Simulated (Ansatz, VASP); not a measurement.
**Cross-check of AlCl2 between VASP and Ansatz**

Aim: how closely do two programs agree when they are given the same cell, functional and k mesh? The cell is generated by rule, not measured, and may not be a known phase. The cell is taken from a series of VASP runs on this material, whose earlier steps may have relaxed, scaled or displaced it; both programs get it as it stands.

Program: Ansatz 0.2.0. Level of theory: plane waves, with VASP 6.6.1 beside it; single point at PBE. Results are calculated unless marked as measured.

## 1. The structure

It takes space group P4mm (No. 99, tetragonal). The conventional cell has a = 4.755 Å, b = 4.755 Å, c = 3.529 Å, α = 90.00°, β = 90.00°, γ = 90.00°. Al has 4 Cl at 2.38 Å nearest. Cl has 2 Al at 2.38 Å nearest. Farther neighbours and most contacts between anions are not listed.

## 2. Ansatz: single point, PBE

Ansatz runs on its default PAW (the set named soft_2) files.

A single point gives forces, pressure and levels at one fixed geometry, so differences don't come from the geometry; what else differs is listed under the comparison.

Contents of input.yaml:

```yaml
crystal:
  lattice:
    - [4.7545463646, 0.0, 0.0]
    - [0.0, 4.7545463646, 0.0]
    - [0.0, 0.0, 3.5293401218]
  atoms:
    - { symbol: Al, position: [0.0, 0.0, 0.4162472769] }
    - { symbol: Cl, position: [0.5, 0.0, 0.4144111966] }
    - { symbol: Cl, position: [0.0, 0.5, 0.4144111966] }
hamiltonian:
  xc: pbe
  pseudopotentials: { kind: paw }
kpoints:
  mp_grid: { grid: [5, 5, 6] }
scf:
  occupations: { method: fermi_dirac, width: 0.05 }
  n_extra_bands: 4
output:
  forces: true
  stress: true
  eigenvalues: true
```

Launch:

```sh
> ansatz run input.yaml --threads 2 --pin off --max-ram 4608MiB --backend cpu --events-out ev --progress --plain --runs-dir out
```

Numbers of over 12 decimals in the logs are rounded to 6 here.

What it wrote:

```text
scf.n_extra_bands = 4 over 9 filled bands (N_el = 17.0): the run solves 13 bands
Engine: ansatz 0.2.0, aarch64-unknown-linux-gnu
Pseudopotentials: kind: paw
Pseudopotential: Al, paw, valence charge 3, recommended cutoff 420 eV (normal), Al.paw.azcp
Pseudopotential: Cl, paw, valence charge 7, recommended cutoff 420 eV (normal), Cl.paw.azcp
Functional definition: PBE
  parameter kappa = 0.804
  parameter beta = 0.066725
  exchange = pbe_x(kappa = kappa, mu = beta*pi^2/3)
  correlation = pbe_c(beta = beta)
Crystal: 3 atoms, lattice volume = 79.783 Å³
Basis set: ecut = 420 eV, 1555 PW (Γ), exchange–correlation on 64×64×48 points (8 copies of the dense FFT grid, shifted against one another)
Bands: 13, of which v1, the nominal top of the filled ones, is band 9 counted from 1 (8 counted from 0)
Symmetry: 8 space group operations
Space group: P4mm (ITA 99), of the structure as read, at distance tolerance 4.3e-5 Å
k-points: 24 of 150 (time reversal used)
Non-local potential: Al, projectors of the file, l = 0: 2, l = 1: 2, l = 2: 1
Non-local potential: Cl, projectors of the file, l = 0: 2, l = 1: 2, l = 2: 2
PAW form: soft (Blöchl's): semilocal exchange-correlation on the pseudo side does not see the compensation charge
PAW one-centre angular grid: Al, 110 points (default); XC on 64 Gauss nodes
PAW one-centre angular grid: Cl, 110 points (default); XC on 64 Gauss nodes
Initial density: superposition of atomic densities (neutral atoms: chi_scale 0, normalization atom), corrected by the library's trained network
Initial wavefunctions: pseudopotential atomic-orbital guess
Functional: x = pbe(κ = 0.804, μ = 0.219515), c = pbe(β = 0.066725)
SCF iter   1: F=—  HF=-2698.753010 eV  |F-HF|=—  |Δ(HF+E_count)|=         —  Δρ=1.97e-3  dr2=4.68e-3  ethr=1.77e-3  ⟨swp⟩=8.0  Hψ=2237  notcnv=0
preconditioner: auto → LDOS  [metal: Δε(μ)=0.102 eV  Ē_g=11.556 eV  σ=0.050 eV  W_gap=0.47  n_scr=10 (ndim 8)  ℏωp=17.1 eV  f_vac=0.087  D(μ)=1.42/eV (n_scr^D=6)  β→1.0]
SCF iter   2: F=—  HF=-2698.754808 eV  |F-HF|=—  |Δ(HF+E_count)|=   1.80e-3  Δρ=8.41e-4  dr2=9.72e-4  ethr=2.76e-5  ⟨swp⟩=2.0  Hψ=754  notcnv=0
SCF iter   3: F=—  HF=-2698.754802 eV  |F-HF|=—  |Δ(HF+E_count)|=   5.81e-6  Δρ=3.15e-4  dr2=1.49e-4  ethr=5.71e-6  ⟨swp⟩=2.2  Hψ=471  notcnv=0
SCF iter   4: F=—  HF=-2698.754787 eV  |F-HF|=—  |Δ(HF+E_count)|=   1.53e-5  Δρ=1.67e-4  dr2=3.91e-5  ethr=8.76e-7  ⟨swp⟩=2.4  Hψ=481  notcnv=0
SCF iter   5: F=—  HF=-2698.754771 eV  |F-HF|=—  |Δ(HF+E_count)|=   1.60e-5  Δρ=3.61e-5  dr2=1.87e-6  ethr=2.30e-7  ⟨swp⟩=2.4  Hψ=466  notcnv=0
SCF iter   6: F=—  HF=-2698.754771 eV  |F-HF|=—  |Δ(HF+E_count)|=   2.49e-7  Δρ=1.32e-5  dr2=1.60e-7  ethr=1.10e-8  ⟨swp⟩=2.1  Hψ=471  notcnv=0
SCF iter   7: F=-2698.754771 eV  HF=-2698.754771 eV  |F-HF|=3.79e-9  |Δ(HF+E_count)|=   3.48e-8  Δρ=2.09e-6  dr2=3.57e-9  ethr=5.88e-10  ⟨swp⟩=5.2  Hψ=1404  notcnv=0
SCF 1 converged in 7 iterations: F = -2698.754771 eV  dr2 = 3.57e-9
  greatest PAW one-centre occupation: 0.909 electrons in one spin orbital (limit 2), on the Cl atom at site 1 (counted from 0), in its partial waves of l = 0
SCF converged after 7 iterations
Free energy (F): -2698.754771 eV
Harris-Foulkes:  -2698.754771 eV  (|F-HF|=3.79e-9)
Internal energy: -2698.742463 eV  (E = F + TS)
E sigma→0 (E₀):  -2698.748617 eV
Entropy (-TS):   -0.012308 eV (-4.103 meV/atom)
Fermi energy:    3.187301 eV
--- Per-component energies (eV) ---
  E_band       = -63.407986
  E_kinetic    = 343.144547
  E_local      = -588.195738  (includes V_loc(G=0)·N_el)
  E_nonlocal   = 67.190175
  E_hartree    = 191.149289
  E_xc         = -252.453358
  E_vxc        = -270.978709  (∫ρ·V_xc dr)
  E_paw        = -1785.364266  (= ΣΔE_a)
  E_vpaw       = 3.132277  (= ΣTr[D̂ρ^β])
  E_aug_tail   = 0.000179  (compensation charges beyond the density's cutoff)
  E_ewald      = -674.213290
  E_smearing   = -0.012308  (= −TS)
  E_closure    = 0.000000  (closes the sum)
  Σ components = -2698.754771   (vs F -2698.754771, Δ=0.00e0)
--- Forces (eV/Å), atoms counted from 1 ---
  atom   1  Al    -0.00000000     0.00000000    -0.00196786
  atom   2  Cl     0.00000000    -0.00000000     0.00098376
  atom   3  Cl     0.00000000     0.00000000     0.00098376
  max |Σ_I F_I| component: 3.39e-7 eV/Å
--- Stress (GPa, compression-positive) ---
       -0.074586       0.000000       0.000000
        0.000000      -0.074586      -0.000000
        0.000000      -0.000000       0.827867
  P = ⅓ Tr σ = 0.2262 GPa (2.262 kbar)
--- Band table (eV; the first three rows and the last of 24) ---
  k-point 0: bands = [... 5 lower, 0.2406, 0.2406, 0.2675, 0.8129, 7.5194, 8.7453, 9.9006, 9.9895]
  k-point 1: bands = [... 5 lower, 0.2885, 0.2885, 0.4189, 0.7789, 7.4602, 8.9035, 8.9138, 10.1044]
  k-point 2: bands = [... 5 lower, -0.2764, 0.3877, 0.3877, 1.5321, 5.9042, 8.5415, 8.5415, 9.2633]
  k-point 23: bands = [... 5 lower, -1.1470, -0.9895, 1.0768, 2.5602, 6.1823, 7.8271, 8.7611, 8.9235]
```

It took 2.5 s on 2 threads of Arm Neoverse N1, shared host; peak memory 0.31 GiB; 4.4 s of CPU time.

Reading the cycles: dr2 is the Hartree energy of the density residual (eV), the measure of convergence; HF is the Harris–Foulkes estimate of the energy, which meets the free energy F at convergence.

The run ends at a pressure of 0.23 GPa, with forces up to 0.0020 eV/Å.

## 3. VASP: single point, PBE

The same cell, functional, mesh and smearing now go to VASP, with its own data sets and cutoff.

Lines of VASP's logs that name or quote its potential files are left out, and so is its time.

Contents of INCAR:

```
SYSTEM = AlCl2
PREC = Accurate
ENCUT = 400
EDIFF = 1E-06
NELM = 100
ISMEAR = -1
SIGMA = 0.05
LREAL = .FALSE.
ALGO = Normal
GGA = PE
NBANDS = 14
LORBIT = 11
LWAVE = .FALSE.
LCHARG = .FALSE.
ISIF = 2
```

Contents of POSCAR:

```
AlCl2
1.0
    4.7545463646      0.0000000000      0.0000000000
    0.0000000000      4.7545463646      0.0000000000
    0.0000000000      0.0000000000      3.5293401218
Al Cl
1 2
Direct
    0.0000000000      0.0000000000      0.4162472769
    0.5000000000      0.0000000000      0.4144111966
    0.0000000000      0.5000000000      0.4144111966
```

Contents of KPOINTS:

```
Automatic mesh
0
Gamma
5 5 6
0 0 0
```

Potentials, in the order of the species: Al and Cl (PBE family, release 64).

Launch:

```sh
> mpirun -np 1 vasp_std
```

What it wrote:

```text
[banner, memory and clock lines left out]
running    1 mpi-ranks, on    1 nodes
 distrk:  each k-point on    1 cores,    1 groups
 distr:  one band on    1 cores,    1 groups

 POSCAR found type information on POSCAR AlCl
 POSCAR found :  2 types and       3 ions
 LDA part: xc-table for (Slater+PW92), standard interpolation
 POSCAR, INCAR and KPOINTS ok, starting setup
 FFT: planning ... GRIDC
 FFT: planning ... GRID_SOFT
 FFT: planning ... GRID
 WAVECAR not read
 entering main loop
       N       E                     dE             d eps       ncg     rms          rms(c)
DAV:   1     0.829788248722E+02    0.82979E+02   -0.57697E+03   672   0.787E+02
DAV:   2    -0.310809388980E+01   -0.86087E+02   -0.79550E+02   888   0.165E+02
DAV:   3    -0.998759902598E+01   -0.68795E+01   -0.68325E+01   882   0.550E+01
DAV:   4    -0.100791531595E+02   -0.91554E-01   -0.91531E-01   858   0.752E+00
DAV:   5    -0.100812268172E+02   -0.20737E-02   -0.20735E-02   906   0.114E+00    0.830E+00
DAV:   6    -0.970354726028E+01    0.37768E+00   -0.55334E-01   810   0.431E+00    0.477E+00
DAV:   7    -0.966236862994E+01    0.41179E-01   -0.17532E-01   900   0.236E+00    0.144E+00
DAV:   8    -0.965970534626E+01    0.26633E-02   -0.21243E-02   864   0.894E-01    0.180E-01
DAV:   9    -0.965951988057E+01    0.18547E-03   -0.16713E-03   906   0.266E-01    0.756E-02
DAV:  10    -0.965956941324E+01   -0.49533E-04   -0.12737E-04   822   0.794E-02    0.170E-02
DAV:  11    -0.965958378390E+01   -0.14371E-04   -0.24495E-05   900   0.335E-02    0.100E-02
DAV:  12    -0.965958539760E+01   -0.16137E-05   -0.40690E-06   846   0.123E-02    0.364E-03
DAV:  13    -0.965958514091E+01    0.25669E-06   -0.15495E-07   540   0.277E-03
   1 F= -.96595851E+01 E0= -.96534241E+01  d E =-.123220E-01
```

From OUTCAR (step 3):

```text
ion  position               nearest neighbor table
   1  0.000  0.000  0.416-   2 2.38   3 2.38   3 2.38   2 2.38
   2  0.500  0.000  0.414-   1 2.38   1 2.38
   3  0.000  0.500  0.414-   1 2.38   1 2.38

  LATTYP: Found a simple tetragonal cell.
 ALAT       =     4.7545463646
 C/A-ratio  =     0.7423084877

 Subroutine GETGRP returns: Found  8 space group operations
 (whereof  8 operations were pure point group operations)

The static configuration has the point symmetry C_4v.

 Found     24 irreducible k-points:

   k-points           NKPTS =     24   k-points in BZ     NKDIM =     24   number of bands    NBANDS=     14

   dimension x,y,z NGX =    32 NGY =   32 NGZ =   24
   dimension x,y,z NGXF=    64 NGYF=   64 NGZF=   48

   ENCUT  =  400.0 eV  29.40 Ry    5.42 a.u.   7.75  7.75  5.76*2*pi/ulx,y,z

   NELECT =      17.0000    total number of electrons

 k-points in reciprocal lattice and weights: Automatic mesh
   0.00000000  0.00000000  0.00000000       0.007
   0.20000000  0.00000000  0.00000000       0.027
   0.40000000  0.00000000  0.00000000       0.027
   0.20000000  0.20000000  0.00000000       0.027
   0.40000000  0.20000000  0.00000000       0.053
   0.40000000  0.40000000  0.00000000       0.027
   0.00000000  0.00000000  0.16666667       0.013
   0.20000000  0.00000000  0.16666667       0.053
   0.40000000  0.00000000  0.16666667       0.053
[...]
0.40000000  0.20000000  0.50000000       0.053
   0.40000000  0.40000000  0.50000000       0.027

 average (electrostatic) potential at core
       1 -79.4028       2 -93.7976       3 -93.7976

 E-fermi :   2.4512

 k-point     1 :       0.0000    0.0000    0.0000
  band No.  band energies     occupation
    ...
      5      -0.7474      2.00000
      6      -0.5014      2.00000
      7      -0.5014      2.00000
      8      -0.4723      2.00000
      9       0.0700      2.00000
     10       6.8025      0.00000
     11       8.0934      0.00000
     12       9.2137      0.00000
     13       9.2511      0.00000
     14      11.1463      0.00000

 k-point     2 :       0.2000    0.0000    0.0000
  band No.  band energies     occupation
    ...
      5      -0.9982      2.00000
      6      -0.7259      2.00000
      7      -0.6681      2.00000
      8      -0.0035      2.00000
      9       0.6760      2.00000
     10       7.1607      0.00000
     11       8.6033      0.00000
     12       8.6413      0.00000
     13       9.0293      0.00000
     14       9.9780      0.00000

 k-point     3 :       0.4000    0.0000    0.0000
  band No.  band energies     occupation
    ...
      5      -1.2454      2.00000
      6      -1.0931      2.00000
      7      -0.4626      2.00000
      8      -0.2000      2.00000
      9       2.2022      1.98635
     10       7.0649      0.00000
     11       8.0530      0.00000
     12       8.1621      0.00000
     13       9.4411      0.00000
     14       9.6397      0.00000

  Total       -0.0934838     -0.0934838      0.3771977      0.0000000      0.0000000      0.0000000
  in kB       -1.8773072     -1.8773072      7.5747440      0.0000000      0.0000000      0.0000000
  external PRESSURE =       1.2733765 kB  Pullay stress =       0.0000000 kB

  energy-cutoff  :      400.00
  volume of cell :       79.78
      direct lattice vectors                 reciprocal lattice vectors
     4.754546365  0.000000000  0.000000000     0.210325008  0.000000000  0.000000000
     0.000000000  4.754546365  0.000000000     0.000000000  0.210325008  0.000000000
     0.000000000  0.000000000  3.529340122     0.000000000  0.000000000  0.283339085

 POSITION                                       TOTAL-FORCE (eV/Angst)
 -----------------------------------------------------------------------------------
      0.00000      0.00000      1.46908        -0.000000      0.000000     -0.002123
      2.37727      0.00000      1.46260        -0.000000      0.000000      0.001061
      0.00000      2.37727      1.46260         0.000000     -0.000000      0.001061
 -----------------------------------------------------------------------------------
    total drift:                                0.000000      0.000000      0.000296

  FREE ENERGIE OF THE ION-ELECTRON SYSTEM (eV)
  ---------------------------------------------------
  free  energy   TOTEN  =        -9.6595851409 eV

  energy  without entropy=       -9.6472631081  energy(sigma->0) =       -9.65342412

 total charge
# of ion       s       p       d       tot
------------------------------------------
    1        0.442   0.229   0.000   0.671
    2        1.605   3.524   0.000   5.128
    3        1.605   3.524   0.000   5.128
--------------------------------------------------
tot          3.652   7.276   0.000  10.928

[... 3 further parts left out ...]
```

The run ends at a pressure of 0.13 GPa, with forces up to 0.0021 eV/Å.

## 4. Comparison

Known differences besides the potentials themselves: the cutoff is 420 eV in Ansatz and 400 eV in VASP; VASP leaves aspherical gradient terms in its spheres out (LASPH is not set), Ansatz keeps them. Total energies have different zeros and are not compared.

Both answers:

```csv
quantity,Ansatz,VASP,difference
pressure (GPa),0.23,0.13,+0.10
```

## 5. What came out

- difference in pressure (single point, PBE): 0.099 GPa

The difference in pressure is 0.099 GPa (single point, PBE), within the 1 GPa picked in this series as the mark of a large difference. How closely two codes agree says nothing of how well the functional describes the real material.

[Lines on the potential files, build, host, timing and source positions are cut from VASP's logs without a mark.]

[Logs are printed without paths, hosts, clocks, repeated set-up lines and the standing remarks that a program may print on its own settings, such as how far it seeks lower states.]

[Hosts, paths, dates, database ids (printed as entryN), source tags and the programs' standing remarks are cut or masked in the printed files.]
